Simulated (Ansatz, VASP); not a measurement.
One calculation of Sc2InN3, two programs

```
Sc In N
1.0
     2.60955    1.50663    3.77396
    -2.60955    1.50663    3.77396
     0.00000   -3.01325    3.77396
Sc In N
2 1 3
Cartesian
  0.0000 0.0000 7.1240
  0.0000 0.0000 4.1979
  0.0000 0.0000 0.0000
  -1.3048 0.7533 1.8870
  1.3048 0.7533 1.8870
  0.0000 -1.5066 1.8870
```

Change from the starting cell: species swapped into the Er2AlCo3 type (R-3m, No. 166).

Alike in both runs: task single point; functional PBE; k mesh 6 × 6 × 6; occupations gaussian, width 0.1 eV; no spin polarisation.

|  | VASP | Ansatz |
| --- | --- | --- |
| version | VASP 6.6.1 | Ansatz 0.2.0 |
| potentials or method | VASP PAW PBE potentials, release 64 (Sc_sv, In_d, N) | scalar-relativistic, plane waves, PAW |
| plane-wave cutoff (eV) | 520 | 420 |
| valence electrons in the cell | 50 | 50 |

|  | VASP | Ansatz | Ansatz less VASP |
| --- | --- | --- | --- |
| gap on the k mesh at the Fermi level (eV) | none | none | - |
| pressure (GPa) | -11.3 | -11.3 | -0.08 |
| largest component of the traceless stress (GPa) | 17.43 | 17.49 | +0.061 |
| rms of the force components (eV/Å) | 0.508 | 0.508 | -0.0003 |

Atom by atom the forces differ by 0.000 eV/Å (rms over components). A gap of «none» marks a metal or a gap that the smearing closes.

Caveats: forces of over 1 eV/Å show positions far from the minimum, so gaps and moduli don't describe the material at rest.
